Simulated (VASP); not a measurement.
Output of a VASP run:

### OUTCAR
```
 ion  position               nearest neighbor table
   1  0.500  0.500  0.500-   2 2.52   2 2.52   2 2.52   2 2.52   2 2.52   2 2.52   2 2.52   2 2.52
  LATTYP: Found a simple cubic cell.
 ALAT       =     2.9069129820
 Subroutine PRICEL returns:
 Original cell was already a primitive cell.
 Subroutine GETGRP returns: Found 48 space group operations
The static configuration has the point symmetry O_h .
The dynamic configuration has the point symmetry O_h .
 Subroutine INISYM returns: Found 48 space group operations
 Subroutine IBZKPT returns following result:
 Found     56 irreducible k-points:

 Following reciprocal coordinates:
            Coordinates               Weight
  0.000000  0.000000  0.000000      1.000000
  0.090909  0.000000  0.000000      6.000000
  0.181818  0.000000  0.000000      6.000000
  0.272727  0.000000  0.000000      6.000000
  0.363636  0.000000  0.000000      6.000000
  0.454545  0.000000  0.000000      6.000000
  0.090909  0.090909  0.000000     12.000000
  0.181818  0.090909  0.000000     24.000000
  0.272727  0.090909  0.000000     24.000000
  0.363636  0.090909  0.000000     24.000000
  0.454545  0.090909  0.000000     24.000000
  0.181818  0.181818  0.000000     12.000000
  0.272727  0.181818  0.000000     24.000000
  0.363636  0.181818  0.000000     24.000000
  0.454545  0.181818  0.000000     24.000000
  0.272727  0.272727  0.000000     12.000000
  0.363636  0.272727  0.000000     24.000000
  0.454545  0.272727  0.000000     24.000000
  0.363636  0.363636  0.000000     12.000000
  0.454545  0.363636  0.000000     24.000000
  0.454545  0.454545  0.000000     12.000000
  0.090909  0.090909  0.090909      8.000000
  0.181818  0.090909  0.090909     24.000000
  0.272727  0.090909  0.090909     24.000000
  0.363636  0.090909  0.090909     24.000000
  0.454545  0.090909  0.090909     24.000000
  0.181818  0.181818  0.090909     24.000000
  0.272727  0.181818  0.090909     48.000000
  0.363636  0.181818  0.090909     48.000000
  0.454545  0.181818  0.090909     48.000000
  0.272727  0.272727  0.090909     24.000000
  0.363636  0.272727  0.090909     48.000000
  0.454545  0.272727  0.090909     48.000000
  0.363636  0.363636  0.090909     24.000000
  0.454545  0.363636  0.090909     48.000000
  0.454545  0.454545  0.090909     24.000000
  0.181818  0.181818  0.181818      8.000000
  0.272727  0.181818  0.181818     24.000000
  0.363636  0.181818  0.181818     24.000000
  0.454545  0.181818  0.181818     24.000000
   k-points           NKPTS =     56   k-points in BZ     NKDIM =     56   number of bands    NBANDS=     15
   number of dos      NEDOS =    301   number of ions     NIONS =      2
   total plane-waves  NPLWV =   8000
   dimension x,y,z NGX =    20 NGY =   20 NGZ =   20
   dimension x,y,z NGXF=    40 NGYF=   40 NGZF=   40
   ions per type =               1   1
   PREC   = accura    normal or accurate (medium, high low for compatibility)
   ISTART =      0    job   : 0-new  1-cont  2-samecut
   ICHARG =      2    charge: 1-file 2-atom 10-const
   ISPIN  =      1    spin polarized calculation?
   LNONCOLLINEAR =      F non collinear calculations
   LSORBIT =      F    spin-orbit coupling
   INIWAV =      1    electr: 0-lowe 1-rand  2-diag
   ENCUT  =  400.0 eV  29.40 Ry    5.42 a.u.   4.74  4.74  4.74*2*pi/ulx,y,z
   NELM   =    100;   NELMIN=  2; NELMDL= -5     # of ELM steps
   EDIFF  = 0.1E-05   stopping-criterion for ELM
   LREAL  =      F    real-space projection
   NLSPLINE    = F    spline interpolate recip. space projectors
   LMAXMIX     =    4 max onsite mixed and CHGCAR
   VOSKOWN=      0    Vosko Wilk Nusair interpolation
   EDIFFG = -.1E-01   stopping-criterion for IOM
   NSW    =     60    number of steps for IOM
   NBLOCK =      1;   KBLOCK =     60    inner block; outer block
   IBRION =      2    ionic relax: 0-MD 1-quasi-New 2-CG
   NFREE  =      1    steps in history (QN), initial steepest desc. (CG)
...
```

OSZICAR:
```
       N       E                     dE             d eps       ncg     rms          rms(c)
DAV:   1     0.998973018921E+02    0.99897E+02   -0.99141E+03  1744   0.215E+03
DAV:   2    -0.493030232857E+01   -0.10483E+03   -0.10220E+03  1680   0.307E+02
DAV:   3    -0.743355142445E+01   -0.25032E+01   -0.24989E+01  2128   0.647E+01
DAV:   4    -0.744895441557E+01   -0.15403E-01   -0.15399E-01  1876   0.436E+00
DAV:   5    -0.744918191137E+01   -0.22750E-03   -0.22749E-03  2268   0.574E-01    0.106E+01
DAV:   6    -0.718361465148E+01    0.26557E+00   -0.20551E+01  1853   0.121E+02    0.647E+00
DAV:   7    -0.610564718759E+01    0.10780E+01   -0.44506E+00  1827   0.126E+02    0.238E+00
DAV:   8    -0.611089880979E+01   -0.52516E-02   -0.25340E-01  2188   0.695E+00    0.136E+00
DAV:   9    -0.609972881117E+01    0.11170E-01   -0.20683E-02  2130   0.376E+00    0.757E-02
DAV:  10    -0.609969486854E+01    0.33943E-04   -0.49779E-04  1932   0.285E-01    0.237E-02
DAV:  11    -0.609969950930E+01   -0.46408E-05   -0.87221E-06  2086   0.360E-02    0.113E-02
DAV:  12    -0.609969905432E+01    0.45498E-06   -0.50406E-07  1260   0.245E-02
   1 F= -.60996991E+01 E0= -.60997302E+01  d E =-.609970E+01
```

**OUTCAR**
```
------------------------ aborting loop because EDIFF is reached ----------------------------------------
  FORCE on cell =-STRESS in cart. coord.  units (eV):
  Direction    XX          YY          ZZ          XY          YZ          ZX
  --------------------------------------------------------------------------------------
  Total       -0.0154680     -0.0154680     -0.0154680     -0.0000000      0.0000000     -0.0000000
  in kB       -1.0089016     -1.0089016     -1.0089016     -0.0000000      0.0000000     -0.0000000
  external PRESSURE =      -1.0089016 kB  Pullay stress =       0.0000000 kB
  volume of cell :       24.56
      direct lattice vectors                 reciprocal lattice vectors
     2.906912982  0.000000000  0.000000000     0.344007546  0.000000000  0.000000000
     0.000000000  2.906912982  0.000000000     0.000000000  0.344007546  0.000000000
     0.000000000  0.000000000  2.906912982     0.000000000  0.000000000  0.344007546
 POSITION                                       TOTAL-FORCE (eV/Angst)
 -----------------------------------------------------------------------------------
      1.45346      1.45346      1.45346         0.000000      0.000000      0.000000
      0.00000      0.00000      0.00000         0.000000      0.000000      0.000000
 -----------------------------------------------------------------------------------
    total drift:                               -0.000000      0.000000      0.000000
  FREE ENERGIE OF THE ION-ELECTRON SYSTEM (eV)
  ---------------------------------------------------
  free  energy   TOTEN  =        -6.0996990543 eV

  energy  without entropy=       -6.0997925193  energy(sigma->0) =       -6.09973021

 reached required accuracy - stopping structural energy minimisation
```
(Selected blocks of OUTCAR.)

File POSCAR:
```
CuZn
1
    2.9069129820     0.0000000000    -0.0000000000
    0.0000000000     2.9069129820    -0.0000000000
    0.0000000000     0.0000000000     2.9069129820
Zn Cu
1 1
Direct
  0.5000000000   0.5000000000   0.5000000000
  0.0000000000   0.0000000000   0.0000000000
```

Question: Write an INCAR and KPOINTS that could have produced this output.

Answer: One answer among several that fit: the input of the run itself, PBEsol GGA, plane waves, VASP's PBE PAW potentials (set 64).

### INCAR
```
LMAXMIX=4
SYSTEM=CuZn
PREC=Accurate
LCHARG=.FALSE.
EDIFF=1E-6   # SCF stop (eV)
LWAVE=.FALSE.
NSW=60
LASPH=.TRUE.   # aspherical one-centre terms
IBRION=2   # conjugate gradients
LREAL=.FALSE.
GGA=PS
ALGO=Normal   # blocked Davidson
ENCUT=400   # plane-wave cut-off (eV)
EDIFFG=-0.01
SIGMA=0.1   # width (eV)
NELM=100   # most electronic steps
ISMEAR=1   # Methfessel-Paxton
ISIF=3
```

### KPOINTS
```
Automatic mesh
0
Gamma
11 11 11
0 0 0
```

POTCAR, in this order: Zn Cu (PBE.64 set). Program: vasp_std.

The compound is CuZn in the CsCl type structure. It was relaxed first. The start is the result of an earlier pass. The electron count is odd and the run is not spin-polarised, which forces a metal.
